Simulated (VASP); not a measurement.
FePt (L1_0) is relaxed at rising pressure, each step from the one before. Symmetry mostly holds the structure type, and other phases were not tried. The mesh follows the cell, and a change of mesh leaves a small step in the series.

Input:

```yaml
crystal:
  lattice:
    - [2.72160, 0.00000, 0.00000]
    - [0.00000, 2.72160, 0.00000]
    - [0.00000, 0.00000, 3.77307]
  atoms:
    - { symbol: Fe, position: [0.00000, 0.00000, 0.00000], spin: 2.9 }
    - { symbol: Pt, position: [0.50000, 0.50000, 0.50000], spin: 0.3 }
```

Calculation: PBE GGA, VASP's PBE PAW potentials (set 64) (plane waves; VASP). Settings: 500 eV cut-off, 13×13×10 Γ-centred mesh, first-order Methfessel-Paxton smearing of 0.10 eV, potentials Fe Pt.

Unless said otherwise, spin-orbit coupling is left out, though it shifts the bands of the heavy elements here.

Energy and stress use the plane-wave basis of the starting cell.

```json
[
 {"P (GPa)": "0", "V (Å³/atom)": "13.97", "H − H(0) (eV/atom)": "0.000", "space group": "P4/mmm", "gap on the mesh (eV)": "0.00", "k-mesh": "13×13×10"},
 {"P (GPa)": "5", "V (Å³/atom)": "13.66", "H − H(0) (eV/atom)": "0.431", "space group": "P4/mmm", "gap on the mesh (eV)": "0.00", "k-mesh": "13×13×10"},
 {"P (GPa)": "10", "V (Å³/atom)": "13.39", "H − H(0) (eV/atom)": "0.855", "space group": "P4/mmm", "gap on the mesh (eV)": "0.00", "k-mesh": "14×14×10"},
 {"P (GPa)": "20", "V (Å³/atom)": "?", "H − H(0) (eV/atom)": "?", "space group": "P4/mmm", "gap on the mesh (eV)": "0.00", "k-mesh": "14×14×10"},
 {"P (GPa)": "30", "V (Å³/atom)": "?", "H − H(0) (eV/atom)": "?", "space group": "P4/mmm", "gap on the mesh (eV)": "0.00", "k-mesh": "14×14×10"},
 {"P (GPa)": "45", "V (Å³/atom)": "12.02", "H − H(0) (eV/atom)": "3.618", "space group": "P4/mmm", "gap on the mesh (eV)": "0.00", "k-mesh": "14×14×10"}
]
```

What belongs in the gaps?

- 20, V (Å³/atom): 12.91
- 20, H − H(0) (eV/atom): 1.676
- 30, V (Å³/atom): 12.52
- 30, H − H(0) (eV/atom): 2.470

Pressures at which the relaxation failed are left out.

The compound is FePt in the L1_0 structure. The spin order is the one that the start imposed; others were not tried in this run.
